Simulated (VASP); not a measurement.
Computed with PBE GGA with D3 dispersion (Becke-Johnson damping), VASP's PBE PAW potentials (set 64) (plane waves; VASP).

Input for VASP

**POSCAR**
```
ZnO
1
    1.6354960811    -2.8327627542     0.0000000000
    1.6354960811     2.8327627542    -0.0000000000
   -0.0000000000    -0.0000000000     5.2448693734
Zn O
2 2
Direct
  0.6666670000   0.3333330000   0.5002837047
  0.3333330000   0.6666670000   0.0002837047
  0.6666670000   0.3333330000   0.8817162953
  0.3333330000   0.6666670000   0.3817162953
```

KPOINTS:
```
Automatic mesh
0
Gamma
7 7 4
0 0 0
```

INCAR:
```
# general
SYSTEM =ZnO
PREC   =Accurate
ENCUT  =520   # plane-wave cut-off (eV)
LREAL  =.FALSE.
LASPH  =.TRUE.

# electronic loop
EDIFF  =1E-6   # SCF stop (eV)
NELM   =100
ALGO   =Normal   # blocked Davidson
LMAXMIX=4

# smearing
ISMEAR =0
SIGMA  =0.05

# functional
GGA    =PE   # PBE
IVDW   =12   # D3, Becke-Johnson

# ions
IBRION =2
NSW    =60
ISIF   =3
EDIFFG =-0.02   # ionic stop

# output
LWAVE  =.FALSE.
LCHARG =.FALSE.
```

POTCAR, in this order: Zn O (PBE.64 set). Program: vasp_std.

What VASP printed:

### OSZICAR
```
       N       E                     dE             d eps       ncg     rms          rms(c)
DAV:   1     0.291360673558E+03    0.29136E+03   -0.18954E+04  1056   0.237E+03
DAV:   2     0.993458017493E+01   -0.28143E+03   -0.27015E+03  1152   0.442E+02
DAV:   3    -0.205229269852E+02   -0.30458E+02   -0.30246E+02  1254   0.155E+02
DAV:   4    -0.210887836470E+02   -0.56586E+00   -0.56548E+00  1152   0.227E+01
DAV:   5    -0.210930832631E+02   -0.42996E-02   -0.42994E-02  1224   0.187E+00    0.147E+01
DAV:   6    -0.177146173523E+02    0.33785E+01   -0.11965E+01  1830   0.734E+01    0.896E+00
DAV:   7    -0.178854295401E+02   -0.17081E+00   -0.26689E+00  1126   0.196E+01    0.536E+00
DAV:   8    -0.179114820861E+02   -0.26053E-01   -0.83052E-01  1596   0.925E+00    0.182E+00
DAV:   9    -0.178466819030E+02    0.64800E-01   -0.19115E-01  1654   0.799E+00    0.341E-01
DAV:  10    -0.178504370412E+02   -0.37551E-02   -0.57415E-02  1092   0.176E+00    0.154E-01
DAV:  11    -0.178503916790E+02    0.45362E-04   -0.16373E-03  1546   0.583E-01    0.376E-02
DAV:  12    -0.178504514616E+02   -0.59783E-04   -0.17984E-04  1444   0.287E-01    0.348E-02
DAV:  13    -0.178504453419E+02    0.61197E-05   -0.41633E-05  1406   0.145E-01    0.123E-02
DAV:  14    -0.178504461968E+02   -0.85494E-06   -0.16233E-05  1134   0.414E-02    0.510E-03
DAV:  15    -0.178504456001E+02    0.59668E-06   -0.18257E-06   802   0.137E-02
   1 F= -.18728423E+02 E0= -.18728423E+02  d E =-.187284E+02
       N       E                     dE             d eps       ncg     rms          rms(c)
DAV:   1    -0.178505786595E+02   -0.13246E-03   -0.39517E-02  1056   0.188E+00    0.167E-01
DAV:   2    -0.178502248636E+02    0.35380E-03   -0.15424E-03  1316   0.693E-01    0.893E-02
DAV:   3    -0.178500927295E+02    0.13213E-03   -0.89784E-05  1482   0.167E-01    0.388E-02
DAV:   4    -0.178500669680E+02    0.25761E-04   -0.51134E-05  1414   0.921E-02    0.522E-03
DAV:   5    -0.178500676947E+02   -0.72670E-06   -0.96028E-06  1116   0.342E-02
   2 F= -.18728642E+02 E0= -.18728642E+02  d E =-.219580E-03
       N       E                     dE             d eps       ncg     rms          rms(c)
DAV:   1    -0.178531770014E+02   -0.31100E-02   -0.35578E-01  1056   0.562E+00    0.504E-01
DAV:   2    -0.178499285656E+02    0.32484E-02   -0.13977E-02  1322   0.208E+00    0.267E-01
DAV:   3    -0.178487439709E+02    0.11846E-02   -0.81307E-04  1482   0.506E-01    0.117E-01
DAV:   4    -0.178485078033E+02    0.23617E-03   -0.46444E-04  1414   0.279E-01    0.158E-02
DAV:   5    -0.178485145358E+02   -0.67324E-05   -0.87043E-05  1110   0.103E-01    0.932E-03
DAV:   6    -0.178485144160E+02    0.11975E-06   -0.22673E-06   726   0.525E-02
   3 F= -.18728892E+02 E0= -.18728892E+02  d E =-.469615E-03
       N       E                     dE             d eps       ncg     rms          rms(c)
DAV:   1    -0.178492429685E+02   -0.72843E-03   -0.18205E-02  1056   0.134E+00    0.103E-01
DAV:   2    -0.178491138049E+02    0.12916E-03   -0.86197E-04  1408   0.487E-01    0.467E-02
DAV:   3    -0.178490853192E+02    0.28486E-04   -0.28204E-05  1486   0.109E-01    0.251E-02
DAV:   4    -0.178490753920E+02    0.99272E-05   -0.17089E-05  1356   0.524E-02    0.391E-03
DAV:   5    -0.178490754611E+02   -0.69125E-07   -0.26180E-06   812   0.172E-02
   4 F= -.18728968E+02 E0= -.18728968E+02  d E =-.755058E-04
       N       E                     dE             d eps       ncg     rms          rms(c)
DAV:   1    -0.178503847605E+02   -0.13094E-02   -0.51157E-02  1056   0.226E+00    0.173E-01
DAV:   2    -0.178500311251E+02    0.35364E-03   -0.24434E-03  1416   0.812E-01    0.783E-02
DAV:   3    -0.178499514864E+02    0.79639E-04   -0.76976E-05  1492   0.183E-01    0.422E-02
DAV:   4    -0.178499241119E+02    0.27375E-04   -0.48383E-05  1358   0.880E-02    0.656E-03
DAV:   5    -0.178499243304E+02   -0.21847E-06   -0.74625E-06  1068   0.288E-02
   5 F= -.18729005E+02 E0= -.18729005E+02  d E =-.112766E-03
```

**OUTCAR**
```
------------------------ aborting loop because EDIFF is reached ----------------------------------------
 Edisp (eV)   -0.87908
  FORCE on cell =-STRESS in cart. coord.  units (eV):
  Direction    XX          YY          ZZ          XY          YZ          ZX
  --------------------------------------------------------------------------------------
  Total       0.05833     0.05833    -0.00668     0.00000    -0.00000     0.00000
  in kB       1.92504     1.92504    -0.22031     0.00000    -0.00000     0.00000
  external pressure =        1.21 kB  Pullay stress =        0.00 kB
  volume of cell :       48.55
      direct lattice vectors                 reciprocal lattice vectors
     1.630570827 -2.824231961  0.000000000     0.306641080 -0.177039283 -0.000000000
     1.630570827  2.824231961  0.000000000     0.306641080  0.177039283 -0.000000000
     0.000000000 -0.000000000  5.270835090     0.000000000  0.000000000  0.189723257
  FREE ENERGIE OF THE ION-ELECTRON SYSTEM (eV)
  ---------------------------------------------------
  free  energy   TOTEN  =       -18.7290051960 eV

  energy  without entropy=      -18.7290051960  energy(sigma->0) =      -18.72900520

 reached required accuracy - stopping structural energy minimisation
```
(Selected blocks of OUTCAR.)

### CONTCAR
```
ZnO
   1.00000000000000
     1.6305708273915420   -2.8242319605013102    0.0000000000000000
     1.6305708273915420    2.8242319605013102    0.0000000000000000
     0.0000000000000000   -0.0000000000000000    5.2708350900282559
  Zn              O
     2     2
Direct
     0.6666669999999968    0.3333330000000032    0.5015592265891299
     0.3333330000000032    0.6666669999999968    0.0015592265891299
     0.6666669999999968    0.3333330000000032    0.8804407734108751
     0.3333330000000032    0.6666669999999968    0.3804407734108751
```

### OUTCAR
```
 val. band max:        1.0333932310   @ k =   0.0000   0.0000   0.0000

 cond. band min:       1.7816364975   @ k =   0.0000   0.0000   0.0000


 Fermi energy:         1.2993284304

 k-point     1 :       0.0000    0.0000    0.0000
  band No.  band energies     occupation
      1     -16.9064      2.00000
      2     -16.2181      2.00000
      3      -4.5751      2.00000
      4      -4.5750      2.00000
      5      -4.5360      2.00000
      6      -4.4709      2.00000
      7      -4.3878      2.00000
      8      -4.3878      2.00000
      9      -3.4477      2.00000
     10      -3.4477      2.00000
     11      -3.2473      2.00000
     12      -3.2473      2.00000
     13      -2.9779      2.00000
     14       0.2647      2.00000
     15       0.2647      2.00000
     16       0.9482      2.00000
     17       1.0334      2.00000
     18       1.0334      2.00000
     19       1.7816      0.00000
     20       6.1884      0.00000
     21       9.1442      0.00000
     22      13.8519      0.00000

 k-point     2 :       0.1429    0.0000    0.0000
  band No.  band energies     occupation
      1     -16.8007      2.00000
      2     -16.1717      2.00000
      3      -4.6854      2.00000
      4      -4.5150      2.00000
      5      -4.4812      2.00000
      6      -4.4038      2.00000
      7      -4.2998      2.00000
      8      -4.2944      2.00000
      9      -3.4911      2.00000
     10      -3.4505      2.00000
     11      -3.2387      2.00000
     12      -3.1584      2.00000
     13      -3.0019      2.00000
     14      -0.4303      2.00000
     15       0.0087      2.00000
     16       0.0950      2.00000
     17       0.8160      2.00000
     18       0.8943      2.00000
     19       2.9899      0.00000
     20       6.9610      0.00000
     21       9.1437      0.00000
     22      12.1802      0.00000

 k-point     3 :       0.2857    0.0000    0.0000
  band No.  band energies     occupation
      1     -16.5423      2.00000
...
```

The compound is ZnO in the wurtzite structure. This run relaxes it. Symmetry was kept, so distortions that lower it aren't found. The start is the result of an earlier pass.
